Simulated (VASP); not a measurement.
Runs of VASP 6.6.1 on PtF2. It takes space group R-3m (No. 166, trigonal). The conventional cell has a = 3.130 Å, b = 3.130 Å, c = 14.193 Å, α = 90.00°, β = 90.00°, γ = 120.00°. Pt (site symmetry -3m) has 6 F at 2.14 Å as nearest neighbours. F (site symmetry 3m) has 3 Pt at 2.14 Å as nearest neighbours. The cell was built by a generator and needn't be a form met in nature.

```csv
level,spin,U,fixed moment (μB),gap on the mesh (eV),pressure (GPa),moment (μB),largest force (eV/Å)
PBE+U,"collinear, ferromagnetic start",Pt d U = 6 eV,-,2.12,20.7,2.00,1.16
PBE,"collinear, zero start",-,-,none,24.3,0.00,1.10
PBE+U,"collinear, zero start",Pt d U = 6 eV,-,none,17.5,0.00,0.53
PBE+U,"collinear, ferromagnetic start",Pt d U = 6 eV,3,-,28.8,3.00,2.21
PBE+U,off,Pt d U = 6 eV,-,none,17.5,-,0.53
PBE,"collinear, ferromagnetic start",-,-,(b),25.6,2.00,(a)
PBE,"collinear, ferromagnetic start",-,0,-,24.3,0.00,1.10
```

Alike in all rows: task single point; potentials or basis VASP PAW PBE potentials, release 64 (Pt, F); cell as given; k mesh 7 × 7 × 7; cutoff (eV) 520; smearing gaussian 0.05 eV.

Task: Fill in the values left out.

Result: (a) 1.65; (b) 0.10.

Caveats: forces of over 1 eV/Å show positions far from the minimum, so gaps and moduli don't describe the material at rest (some runs); spin-orbit coupling is left out, which moves the levels of the heavy elements (some runs); an odd mesh through Γ misses points on the zone boundary, where band edges often lie (some runs); so large a pressure means that the cell lies far from this level's equilibrium, or that cutoff or potentials fall short (some runs); the total moment is fixed, so each spin has its own Fermi level (some runs); the moment is held away from its start (some runs); a pressure of tens of GPa on the cell as given is suspect, and the run, the potentials or the cell itself is likely at fault (some runs).

A k mesh can miss the band edges, and the runs leave out spin-orbit coupling on Pt.

A gap of «none» marks a metal or a gap under the smearing width.
